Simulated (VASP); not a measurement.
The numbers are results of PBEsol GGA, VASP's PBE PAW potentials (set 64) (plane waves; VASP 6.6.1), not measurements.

VASP ran on this input.

KPOINTS:
```
kpoints
0
G
  9 9 9
0 0 0
```

File POSCAR:
```
ZnSe
2.8172650
  0.0000000000   0.9999999321   0.9999999321
  0.9999999321   0.0000000000   0.9999999321
  0.9999999321   0.9999999321   0.0000000000
Zn Se
1 1
Cartesian
  0.0000000000   0.0000000000   0.0000000000
  0.4999999661   0.4999999661   0.4999999661
```

### INCAR
```
SYSTEM = ZnSe
PREC = Accurate
ENCUT = 400
EDIFF = 1E-7
NELM = 100
ALGO = Normal
LREAL = .FALSE.
LASPH = .TRUE.
ISMEAR = -5
GGA = PS
LMAXMIX = 4
LWAVE = .FALSE.
LCHARG = .TRUE.
LORBIT = 11
NEDOS = 601
ISIF = 2
```

POTCAR, in this order: Zn Se (PBE.64 set). Program: vasp_std.

### Question
What will the output report for the number of irreducible k-points (NKPTS), number of bands (NBANDS), largest plane-wave count, number of space-group operations, FFT grid (NGX, NGY, NGZ)?

### Answer

```
Property                                       Value
--------------------------------------  ------------
number of irreducible k-points (NKPTS)            35
number of bands (NBANDS)                          13
largest plane-wave count                         869
number of space-group operations                  24
FFT grid (NGX, NGY, NGZ)                28 × 28 × 28
```

The compound is ZnSe in the zinc blende structure. It was relaxed first.
